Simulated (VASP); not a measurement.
VASP ran on this input.

**INCAR**
```
# general
SYSTEM =MgS
PREC   =Accurate
ENCUT  =500
LREAL  =F
LASPH  =T

# electronic loop
EDIFF  =1E-6
NELM   =100
ALGO   =Normal

# smearing
ISMEAR =0
SIGMA  =0.05

# functional
GGA    =PS

# ions
IBRION =2
NSW    =40
ISIF   =3
EDIFFG =-0.02
PSTRESS=100

# output
LWAVE  =F
LCHARG =F
```

### KPOINTS
```
Regular mesh
0
Gamma
  8 8 8
```

**POSCAR**
```
MgS
1
    0.0000000000     2.7559426538     2.7559426538
    2.7559426538     0.0000000000     2.7559426538
    2.7559426538     2.7559426538     0.0000000000
Mg S
1 1
Direct
  0.0000000000   0.0000000000   0.0000000000
  0.2500000000   0.2500000000   0.2500000000
```

POTCAR, in this order: Mg S (PBE.64 set). Program: vasp_std.

Q: Write an equivalent input for Ansatz.

A: One equivalent input (not run):
Ansatz 0.2 input:
```yaml
crystal:
  lattice:
    - [0.0000000, 2.7559427, 2.7559427]
    - [2.7559427, 0.0000000, 2.7559427]
    - [2.7559427, 2.7559427, 0.0000000]
  atoms:
    - { symbol: Mg, position: [0.0000000, 0.0000000, 0.0000000] }
    - { symbol: S, position: [0.2500000, 0.2500000, 0.2500000] }
kpoints:
  mp_grid: { grid: [8, 8, 8] }
hamiltonian:
  xc: pbesol
  pseudopotentials: { kind: paw }
scf:
  occupations: { method: gaussian, width: 0.05 }
  max_iter: 100
relax:
  max_steps: 40
  f_tol: 0.02
  cell: { p_target: 10 }
output: { forces: true, stress: true, eigenvalues: true }
```
Limits of the translation: each code has its own PAW files, so the cut-off isn't converted (ENCUT is set for VASP's; basis.ecutwfc is left out, and Ansatz then takes the one that its files recommend); Ansatz stops its SCF on the density residual and VASP on the energy change (EDIFF).

The structure was generated: MgS was put into the zinc blende type (F-43m), which need not be its known phase. This run relaxes it under an external pressure of 10 GPa. Symmetry was kept, so distortions that lower it aren't found.
